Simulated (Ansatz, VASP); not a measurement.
# GeMo in two plane-wave programs, part 2 of 2

Wanted: the spread between two codes on one cell, functional and k mesh. The cell is invented: As first built, before any earlier steps moved the atoms (in the runner's words): it takes the WC structure with all of its atoms replaced by other elements, volume scaled by an estimate. It may not be a known or stable phase. The cell is taken from a series of VASP runs on this material, whose earlier steps may have relaxed, scaled or displaced it; both programs get it as it stands.

VASP 6.6.1 and Ansatz 0.2.0.

So far: Set-up; Ansatz: band structure, HSE06.

## Step 3: VASP: band structure, HSE06

Level of this step: HSE06; plane waves and PAW (Mo_sv, Ge_d); invented cell (VASP).

The same cell, functional, mesh and smearing now go to VASP, with its own data sets and cutoff.

Lines of VASP's logs that name or quote its potential files are left out, and so is its time.

The run reads the wave functions of an earlier VASP run, which isn't shown here.

The input, INCAR:

```
SYSTEM = GeMo
PREC = Accurate
ENCUT = 410
EDIFF = 1E-06
NELM = 100
ISMEAR = 0
SIGMA = 0.02
LREAL = .FALSE.
ALGO = Normal
LHFCALC = .TRUE.
AEXX = 0.25
GGA = PE
HFSCREEN = 0.2
LASPH = .TRUE.
PRECFOCK = Fast
LORBIT = 11
LWAVE = .FALSE.
LCHARG = .FALSE.
KPAR = 4
```

The input, POSCAR:

```
GeMo
1.0
    3.2123678541      0.0000000145      0.0000000000
   -1.6061833970      2.7819918837      0.0000000000
    0.0000000000      0.0000000000      3.5904304994
Mo Ge
1 1
Direct
    0.0000000000      0.0000000000      0.0000000000
    0.6666666700      0.3333333300      0.5000000000
```

The input, KPOINTS:

```
Automatic mesh
0
Gamma
5 5 4
0 0 0
```

The input, KPOINTS_OPT:

```
Line mode
10
Line-mode
Reciprocal
  0.00000000   0.00000000   0.00000000 GAMMA
  0.50000000   0.00000000   0.00000000 M

  0.50000000   0.00000000   0.00000000 M
  0.33333333   0.33333333   0.00000000 K

  0.33333333   0.33333333   0.00000000 K
  0.00000000   0.00000000   0.00000000 GAMMA

  0.00000000   0.00000000   0.00000000 GAMMA
  0.00000000   0.00000000   0.50000000 A

  0.00000000   0.00000000   0.50000000 A
  0.50000000   0.00000000   0.50000000 L

  0.50000000   0.00000000   0.50000000 L
  0.33333333   0.33333333   0.50000000 H

  0.33333333   0.33333333   0.50000000 H
  0.00000000   0.00000000   0.50000000 A

  0.50000000   0.00000000   0.50000000 L
  0.50000000   0.00000000   0.00000000 M

  0.33333333   0.33333333   0.00000000 K
  0.33333333   0.33333333   0.50000000 H
```

The projector-augmented-wave data sets are Mo_sv and Ge_d (PBE family, release 64).

Started as:

```
$ mpirun -np 4 vasp_std
```

Numbers of over 12 decimals in the logs are rounded to 6 here.

Log:

```text
[banner, memory and clock lines left out]
running    4 mpi-ranks, on    1 nodes
 distrk:  each k-point on    1 cores,    4 groups
 distr:  one band on    1 cores,    1 groups

 POSCAR found type information on POSCAR MoGe
 POSCAR found :  2 types and       2 ions
 LDA part: xc-table for (Slater+PW92), standard interpolation
 found WAVECAR, reading the header
 POSCAR, INCAR and KPOINTS ok, starting setup
 FFT: planning ... GRIDC
 FFT: planning ... GRID_SOFT
 FFT: planning ... GRID
 reading WAVECAR
 the WAVECAR file was read successfully
 initial charge from wavefunction
 entering main loop
       N       E                     dE             d eps       ncg     rms          rms(c)
DAV:   1    -0.183342670657E+02   -0.18334E+02   -0.86205E-01   688   0.146E+01    0.166E+00
DAV:   2    -0.183230533999E+02    0.11214E-01   -0.83608E-02   654   0.362E+00    0.726E-01
DAV:   3    -0.183285893218E+02   -0.55359E-02   -0.99663E-03   668   0.108E+00    0.483E-01
DAV:   4    -0.183288624278E+02   -0.27311E-03   -0.41925E-03   568   0.440E-01    0.335E-01
DAV:   5    -0.183287034009E+02    0.15903E-03   -0.18023E-03   564   0.285E-01    0.243E-01
DAV:   6    -0.183288811132E+02   -0.17771E-03   -0.35284E-04   562   0.138E-01    0.170E-01
DAV:   7    -0.183290573012E+02   -0.17619E-03   -0.16266E-04   608   0.887E-02    0.121E-01
DAV:   8    -0.183290601249E+02   -0.28237E-05   -0.72907E-05   592   0.581E-02    0.823E-02
DAV:   9    -0.183290504683E+02    0.96566E-05   -0.96413E-06   576   0.314E-02    0.504E-02
DAV:  10    -0.183290463558E+02    0.41125E-05   -0.23894E-06   384   0.212E-02    0.284E-02
DAV:  11    -0.183290450288E+02    0.13269E-05   -0.85284E-07   280   0.107E-02    0.157E-02
DAV:  12    -0.183290445807E+02    0.44814E-06   -0.23968E-07   274   0.563E-03
   1 F= -.18329045E+02 E0= -.18328420E+02  d E =-.124889E-02
 Start KPOINTS_OPT (optional k-point list driver)
k-point batch [1-15\90]
       N       E                     dE             ncg
DAV:   1    -0.202997238580E+04   -0.11656E+05      592
DAV:   2    -0.567611861537E+04   -0.36461E+04      544
DAV:   3    -0.598328630354E+04   -0.30717E+03      602
DAV:   4    -0.600059641193E+04   -0.17310E+02      628
DAV:   5    -0.600138058933E+04   -0.78418E+00      678
DAV:   6    -0.600139926177E+04   -0.18672E-01      682
DAV:   7    -0.600139959527E+04   -0.33351E-03      688
DAV:   8    -0.600139960272E+04   -0.74518E-05      588
DAV:   9    -0.600139960295E+04   -0.22910E-06      470
[...]
k-point batch [76-90\90]
       N       E                     dE             ncg
DAV:   1    -0.217289233248E+04   -0.17723E+05      586
DAV:   2    -0.571902743893E+04   -0.35461E+04      542
DAV:   3    -0.602557704023E+04   -0.30655E+03      574
DAV:   4    -0.604111693078E+04   -0.15540E+02      640
DAV:   5    -0.604181967968E+04   -0.70275E+00      670
DAV:   6    -0.604183369866E+04   -0.14019E-01      648
DAV:   7    -0.604183405079E+04   -0.35213E-03      730
DAV:   8    -0.604183405996E+04   -0.91755E-05      534
DAV:   9    -0.604183406031E+04   -0.34413E-06      496
```

Parts of OUTCAR (step 3):

```text
ion  position               nearest neighbor table
   1  0.000  0.000  0.000-   2 2.58   2 2.58   2 2.58   2 2.58   2 2.58   2 2.58
   2  0.667  0.333  0.500-   1 2.58   1 2.58   1 2.58   1 2.58   1 2.58   1 2.58

  LATTYP: Found a hexagonal cell.
 ALAT       =     3.2123678541
 C/A-ratio  =     1.1176897113

 Subroutine GETGRP returns: Found 12 space group operations
 (whereof 12 operations were pure point group operations)

The static configuration has the point symmetry D_3h.

 Found     15 irreducible k-points:

   k-points           NKPTS =     15   k-points in BZ     NKDIM =    100   number of bands    NBANDS=     18

   dimension x,y,z NGX =    24 NGY =   24 NGZ =   24
   dimension x,y,z NGXF=    48 NGYF=   48 NGZF=   48

   ENCUT  =  410.0 eV  30.13 Ry    5.49 a.u.   5.30  5.30  5.93*2*pi/ulx,y,z

   NELECT =      28.0000    total number of electrons

 k-points in reciprocal lattice and weights: Automatic mesh
   0.00000000  0.00000000  0.00000000       0.010
   0.20000000 -0.00000000  0.00000000       0.060
   0.40000000 -0.00000000  0.00000000       0.060
   0.20000000  0.20000000  0.00000000       0.060
   0.40000000  0.20000000  0.00000000       0.060
   0.00000000  0.00000000  0.25000000       0.020
   0.20000000 -0.00000000  0.25000000       0.120
   0.40000000 -0.00000000  0.25000000       0.120
   0.20000000  0.20000000  0.25000000       0.120
[...]
0.20000000  0.20000000  0.50000000       0.060
   0.40000000  0.20000000  0.50000000       0.060

  exchange ACFDT corr.  =         0.00000000  see jH, gK, PRB 81, 115126

 average (electrostatic) potential at core
       1 -66.2610       2 -61.8962

 E-fermi :   9.8855

 k-point     1 :       0.0000    0.0000    0.0000
  band No.  band energies     occupation
    ...
      9     -17.7377      2.00000
     10      -3.3847      2.00000
     11       6.2430      2.00000
     12       8.0901      2.00000
     13       8.0901      2.00000
     14      10.0707      0.00000
     15      10.5391      0.00000
     16      10.5391      0.00000
     17      17.6700      0.00000
     18      17.6700      0.00000

 k-point     2 :       0.2000   -0.0000    0.0000
  band No.  band energies     occupation
    ...
     10      -2.4999      2.00000
     11       6.4092      2.00000
     12       7.2124      2.00000
     13       7.6243      2.00000
     14       9.0145      2.00000
     15      10.3112      0.00000
     16      13.6768      0.00000
     17      14.2114      0.00000
     18      15.8310      0.00000

 k-point     3 :       0.4000   -0.0000    0.0000
  band No.  band energies     occupation
    ...
      9     -17.7121      2.00000
     10      -0.2871      2.00000
     11       4.2321      2.00000
     12       6.2376      2.00000
     13       6.9460      2.00000
     14       9.9680      0.00000
     15      11.1182      0.00000
     16      13.3904      0.00000
     17      13.6306      0.00000
     18      16.1444      0.00000

  energy-cutoff  :      410.00
  volume of cell :       32.09
      direct lattice vectors                 reciprocal lattice vectors
     3.212367854  0.000000015  0.000000000     0.311296851  0.179727280  0.000000000
    -1.606183397  2.781991884  0.000000000    -0.000000002  0.359454678  0.000000000
     0.000000000  0.000000000  3.590430499     0.000000000  0.000000000  0.278518133

 POSITION                                       TOTAL-FORCE (eV/Angst)
 -----------------------------------------------------------------------------------
      0.00000      0.00000      0.00000        -0.000000      0.000000      0.000000
      1.60618      0.92733      1.79522         0.000000     -0.000000      0.000000
 -----------------------------------------------------------------------------------
    total drift:                               -0.000012      0.000000     -0.000000

  FREE ENERGIE OF THE ION-ELECTRON SYSTEM (eV)
  ---------------------------------------------------
  free  energy   TOTEN  =       -18.3290445807 eV

  energy  without entropy=      -18.3277956892  energy(sigma->0) =      -18.32842013

 total charge
# of ion       s       p       d       tot
------------------------------------------
    1        2.260   6.166   3.984  12.410
    2        1.128   1.316  10.094  12.539
--------------------------------------------------
tot          3.388   7.482  14.078  24.948

[... 3 further parts left out ...]
```

## Step 4: Differences

Known differences besides the potentials themselves: exact exchange at q = 0 is treated differently, which shows on coarse meshes; VASP keeps PBE cores, Ansatz makes them for the functional; the cutoff is 420 eV in Ansatz and 410 eV in VASP; VASP takes a coarser grid for exact exchange (PRECFOCK = Fast). Total energies have different zeros and are not compared.

Levels from 3 eV below to 2 eV above the Fermi level differ by 1 meV r.m.s. and 3 meV at most; each VASP level is matched to the nearest of Ansatz, which flatters the figure a little.

## Step 5: Summary of results

```yaml
r_m_s_difference_of_levels_near_the_fermi_level_band_structure_hse06: 1.4 meV
```

The r.m.s. difference of levels near the Fermi level is 1.4 meV (band structure, HSE06), within the 80 meV picked in this series as the mark of a large difference. How closely two codes agree says nothing of how well the functional describes the real material.

[Lines on the potential files, build, host, timing and source positions are cut from VASP's logs without a mark.]

[Logs are printed without paths, hosts, clocks, repeated set-up lines and the standing remarks that a program may print on its own settings, such as how far it seeks lower states.]

[Hosts, paths, dates, database ids (printed as entryN), source tags and the programs' standing remarks are cut or masked in the printed files.]
